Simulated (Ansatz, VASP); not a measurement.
# TaTeSe (2H-TaSeTe monolayer): VASP beside Ansatz, part 2 of 2

Wanted: the spread between two codes on one cell, functional and k mesh. The structure shown is the start of the Ansatz relaxation below; VASP solves that cell, so the two are compared at the walk's first step.

VASP 6.6.1 and Ansatz 0.2.0.

So far: Starting point; Ansatz: relaxation, PBE.

In doubt: warnings of the run leave room for a lower electronic state (step 2), so energies may not be the lowest and differences between runs may mislead.

### Step 3. VASP: single point, PBE, start cell

Level of this step: PBE, zero-moment start; plane waves and PAW (Te, Ta_pv, Se) (VASP).

The same cell, functional, mesh and smearing now go to VASP, with its own data sets.

Lines of VASP's logs that name or quote its potential files are left out, and so is its time.

The input, INCAR:

```
SYSTEM = TaTeSe
PREC = Accurate
ENCUT = 400
EDIFF = 1E-06
NELM = 200
ISMEAR = -1
SIGMA = 0.05
LREAL = .FALSE.
ALGO = Normal
GGA = PE
NBANDS = 19
ISPIN = 2
MAGMOM = -0 -0 -0
LASPH = .TRUE.
LMAXMIX = 4
LORBIT = 11
LWAVE = .FALSE.
LCHARG = .FALSE.
ISIF = 2
LDIPOL = .TRUE.
IDIPOL = 3
DIPOL = 0.5 0.5 0.349
LVHAR = .TRUE.
GGA_COMPAT = .FALSE.
NELMDL = -8
```

The input, POSCAR:

```
TaTeSe
1.0
    3.7222600000      0.0000000000      0.0000000000
   -1.8611300000      3.2235720000      0.0000000000
    0.0000000000      0.0000000000     31.2148840000
Te Ta Se
1 1 1
Direct
    0.3333333333      0.6666666667      0.2883239931
    0.0000000000      0.0000000000      0.3521270814
    0.3333333333      0.6666666667      0.4070956022
```

The input, KPOINTS:

```
Automatic mesh
0
Gamma
9 9 1
0 0 0
```

The projector-augmented-wave data sets are Te, Ta_pv and Se (PBE family, release 64).

Run with:

```console
mpirun -np 1 vasp_std
```

Numbers of over 12 decimals in the logs are rounded to 6 here.

The program printed:

```text
[banner, memory and clock lines left out]
running    1 mpi-ranks, on    1 nodes
 distrk:  each k-point on    1 cores,    1 groups
 distr:  one band on    1 cores,    1 groups

 POSCAR found type information on POSCAR TeTaSe
 POSCAR found :  3 types and       3 ions
 LDA part: xc-table for (Slater+PW92), standard interpolation
 POSCAR, INCAR and KPOINTS ok, starting setup
 FFT: planning ... GRIDC
 FFT: planning ... GRID_SOFT
 FFT: planning ... GRID
 WAVECAR not read
 entering main loop
       N       E                     dE             d eps       ncg     rms          rms(c)
DAV:   1     0.102445360757E+03    0.10245E+03   -0.82925E+03  1144   0.674E+02
DAV:   2    -0.884631783797E+01   -0.11129E+03   -0.10854E+03  1219   0.147E+02
DAV:   3    -0.209451973308E+02   -0.12099E+02   -0.11989E+02  1394   0.458E+01
DAV:   4    -0.211858866669E+02   -0.24069E+00   -0.23989E+00  1413   0.746E+00
DAV:   5    -0.211875049711E+02   -0.16183E-02   -0.16178E-02  1242   0.599E-01
DAV:   6    -0.211875577601E+02   -0.52789E-04   -0.52789E-04  1413   0.803E-02
DAV:   7    -0.211875582837E+02   -0.52362E-06   -0.52365E-06  1270   0.789E-03
DAV:   8    -0.211875582944E+02   -0.10716E-07   -0.10793E-07  1054   0.110E-03    0.114E+01
DAV:   9    -0.200207104073E+02    0.11668E+01   -0.84816E+00  1018   0.131E+01    0.589E+00
DAV:  10    -0.198722694421E+02    0.14844E+00   -0.28033E+00   970   0.634E+00    0.275E+00
DAV:  11    -0.197735656126E+02    0.98704E-01   -0.49809E-01  1058   0.327E+00    0.676E-01
DAV:  12    -0.197728053682E+02    0.76024E-03   -0.31157E-02  1166   0.912E-01    0.271E-01
DAV:  13    -0.197715272364E+02    0.12781E-02   -0.34887E-03  1148   0.340E-01    0.152E-01
DAV:  14    -0.197710560724E+02    0.47116E-03   -0.81402E-04  1214   0.151E-01    0.477E-02
[...]
DAV:  21    -0.197713602467E+02   -0.53012E-04   -0.20015E-06   948   0.458E-03    0.338E-03
DAV:  22    -0.197713692005E+02   -0.89538E-05   -0.16831E-07   892   0.158E-03    0.169E-03
DAV:  23    -0.197713868862E+02   -0.17686E-04   -0.49166E-07   912   0.201E-03    0.696E-04
DAV:  24    -0.197713911520E+02   -0.42658E-05   -0.12558E-07   976   0.988E-04    0.300E-04
DAV:  25    -0.197713942271E+02   -0.30751E-05   -0.54804E-08   846   0.619E-04    0.361E-04
DAV:  26    -0.197713956591E+02   -0.14320E-05   -0.15227E-08   708   0.332E-04    0.183E-04
DAV:  27    -0.197713967370E+02   -0.10779E-05   -0.96459E-09   648   0.318E-04    0.168E-04
DAV:  28    -0.197713975570E+02   -0.82003E-06   -0.11311E-08   684   0.261E-04
   1 F= -.19771398E+02 E0= -.19755645E+02  d E =-.315041E-01  mag=     0.0000
```

From OUTCAR (step 3):

```text
ion  position               nearest neighbor table
   1  0.333  0.667  0.288-   2 2.93   2 2.93   2 2.93
   2  0.000  0.000  0.352-   3 2.75   3 2.75   3 2.75   1 2.93   1 2.93   1 2.93
   3  0.333  0.667  0.407-   2 2.75   2 2.75   2 2.75

  LATTYP: Found a hexagonal cell.
 ALAT       =     3.7222600000
 C/A-ratio  =     8.3860031271

 Subroutine GETGRP returns: Found  6 space group operations
 (whereof  6 operations were pure point group operations)

The static configuration has the point symmetry C_3v.

 Found     12 irreducible k-points:

   k-points           NKPTS =     12   k-points in BZ     NKDIM =     12   number of bands    NBANDS=     19

   dimension x,y,z NGX =    24 NGY =   24 NGZ =  210
   dimension x,y,z NGXF=    48 NGYF=   48 NGZF=  420

   ENCUT  =  400.0 eV  29.40 Ry    5.42 a.u.   6.07  6.07 50.90*2*pi/ulx,y,z

   NELECT =      23.0000    total number of electrons

 k-points in reciprocal lattice and weights: Automatic mesh
   0.00000000  0.00000000  0.00000000       0.012
   0.11111111  0.00000000  0.00000000       0.074
   0.22222222  0.00000000  0.00000000       0.074
   0.33333333  0.00000000  0.00000000       0.074
   0.44444444  0.00000000  0.00000000       0.074
   0.11111111  0.11111111  0.00000000       0.074
   0.22222222  0.11111111  0.00000000       0.148
   0.33333333  0.11111111  0.00000000       0.148
   0.44444444  0.11111111  0.00000000       0.074
   0.22222222  0.22222222  0.00000000       0.074
   0.33333333  0.22222222  0.00000000       0.148
   0.33333333  0.33333333  0.00000000       0.025

 dipolmoment           0.000000      0.000000      0.027888 electrons x Angstroem

 average (electrostatic) potential at core
       1 -96.9850       2 -46.6624       3 -61.0260

 E-fermi :  -2.9986

 spin component 1
 k-point     1 :       0.0000    0.0000    0.0000
  band No.  band energies     occupation
    ...
      7      -4.7180      1.00000
      8      -4.7180      1.00000
      9      -4.6843      1.00000
     10      -3.4624      0.99991
     11      -3.4624      0.99991
     12      -2.5490      0.00012
     13      -0.5248      0.00000
     14      -0.5248      0.00000
     15      -0.1844      0.00000
     16      -0.1844      0.00000
    ...

 k-point     2 :       0.1111    0.0000    0.0000
  band No.  band energies     occupation
    ...
      7      -5.2225      1.00000
      8      -4.6858      1.00000
      9      -4.6787      1.00000
     10      -3.7772      1.00000
     11      -3.6193      1.00000
     12      -2.6468      0.00088
     13      -0.7681      0.00000
     14      -0.6060      0.00000
     15      -0.5335      0.00000
     16      -0.1150      0.00000
    ...

 k-point     3 :       0.2222    0.0000    0.0000
  band No.  band energies     occupation
    ...
      8      -5.2412      1.00000
      9      -4.7288      1.00000
     10      -4.2840      1.00000
     11      -3.7972      1.00000
     12      -3.0074      0.54382
     13      -1.0730      0.00000
     14      -0.7544      0.00000
     15      -0.5184      0.00000
     16       0.2475      0.00000
     17       1.6134      0.00000
    ...

 k-point     4 :       0.3333    0.0000    0.0000
  band No.  band energies     occupation
    ...
      8      -6.1723      1.00000
      9      -4.9531      1.00000
     10      -4.4789      1.00000
     11      -3.7565      1.00000
     12      -3.3592      0.99926
     13      -0.9441      0.00000
     14      -0.8453      0.00000
     15      -0.1018      0.00000
     16       0.5495      0.00000
     17       1.5923      0.00000
    ...

 k-point     5 :       0.4444    0.0000    0.0000
  band No.  band energies     occupation
    ...
      8      -6.1942      1.00000
      9      -5.1299      1.00000
     10      -4.5225      1.00000
     11      -3.6999      1.00000
     12      -3.3779      0.99949
     13      -0.7665      0.00000
     14      -0.6426      0.00000
     15       0.0425      0.00000
     16       0.6824      0.00000
     17       0.7612      0.00000
    ...

 k-point     6 :       0.1111    0.1111    0.0000
  band No.  band energies     occupation
    ...
      7      -5.8219      1.00000
      8      -4.9669      1.00000
      9      -4.7773      1.00000
     10      -4.2331      1.00000
     11      -3.7542      1.00000
     12      -2.8494      0.04815
     13      -1.0638      0.00000
     14      -0.7149      0.00000
     15      -0.6881      0.00000
     16       0.1837      0.00000
    ...

  Total       -4.4508841     -4.4508849     -6.0356207      0.0000000      0.0000000      0.0000000
  in kB      -19.0393037    -19.0393071    -25.8182450      0.0000000      0.0000000      0.0000000
  external PRESSURE =     -21.2989519 kB  Pullay stress =       0.0000000 kB

  energy-cutoff  :      400.00
  volume of cell :      374.55
      direct lattice vectors                 reciprocal lattice vectors
     3.722260000  0.000000000  0.000000000     0.268653990  0.155107440  0.000000000
    -1.861130000  3.223572000  0.000000000     0.000000000  0.310214880  0.000000000
     0.000000000  0.000000000 31.214884000     0.000000000  0.000000000  0.032035999

 POSITION                                       TOTAL-FORCE (eV/Angst)
 -----------------------------------------------------------------------------------
     -0.00000      2.14905      9.00000        -0.000000     -0.000000      1.482820
      0.00000      0.00000     10.99161         0.000000     -0.000000      0.300924
     -0.00000      2.14905     12.70744        -0.000000      0.000000     -1.783744
 -----------------------------------------------------------------------------------
    total drift:                                0.000000      0.000001     -0.000603

  FREE ENERGIE OF THE ION-ELECTRON SYSTEM (eV)
  ---------------------------------------------------
  free  energy   TOTEN  =       -19.7713975570 eV

  energy  without entropy=      -19.7398934184  energy(sigma->0) =      -19.75564549

 vacuum level on the upper side and lower side of the slab         2.258         1.837

 total charge
# of ion       s       p       d       tot
------------------------------------------
    1        1.382   1.954   0.038   3.375
    2        0.264   6.107   2.152   8.523
    3        1.469   2.287   0.033   3.789
--------------------------------------------------
tot          3.114  10.349   2.224  15.687

 magnetization (x)
# of ion       s       p       d       tot
------------------------------------------
    1        0.000   0.000   0.000   0.000
    2        0.000   0.000   0.000   0.000
    3        0.000   0.000   0.000   0.000
--------------------------------------------------
tot          0.000   0.000   0.000   0.000

[... 6 further parts left out ...]
```

This run allows spin, but its moments start at zero, where symmetry between the spins tends to hold them. Its electron count is odd, so without a moment it is a metal by construction.

### Step 4. Comparison

Known differences besides the potentials themselves: Ansatz cuts the interaction across the vacuum, VASP repeats the sheet with a dipole correction; the data sets hold 45 valence electrons in Ansatz (on its default PAW (the set named soft_2) files) and 23 in VASP; the cutoff is 420 eV in Ansatz and 400 eV in VASP. Total energies have different zeros and are not compared.

Forces (eV/Å; atoms numbered as in POSCAR):

```csv
atom,"Ansatz x, y, z","VASP x, y, z"
Te1,"0.000, 0.000, 1.451","0.000, 0.000, 1.483"
Ta2,"0.000, 0.000, 0.311","0.000, 0.000, 0.301"
Se3,"0.000, 0.000, -1.762","0.000, 0.000, -1.784"
```

The forces differ by 13 meV/Å r.m.s., which is 1.7 % of the r.m.s. force of 0.780 eV/Å (both taken over all components). Moments aren't recorded for both runs of this pair, so they may hold unlike magnetic states. With vacuum in the cell, a pressure given here is an average over mostly empty space and none of the material.

### Step 5. Results

| Property | Result |
| --- | --- |
| r.m.s. force difference (single point, PBE, start cell) | 1.7 % of the r.m.s. force |

What this shows: The r.m.s. force difference is 1.7 % of the r.m.s. force (single point, PBE, start cell), within the 3 % picked in this series as the mark of a large difference. The data sets hold unlike numbers of valence electrons (45 in Ansatz and 23 in VASP), so part of the differences comes from the potentials. 1 further run of this series is not shown here. Such differences can come from data sets, numerical settings and the points named under the comparisons, not from the functional's error against experiment.

[Lines on the potential files, build, host, timing and source positions are cut from VASP's logs without a mark.]

[Logs are printed without paths, hosts, clocks, repeated set-up lines and the standing remarks that a program may print on its own settings, such as how far it seeks lower states.]

[Hosts, paths, dates, database ids (printed as entryN), source tags and the programs' standing remarks are cut or masked in the printed files.]
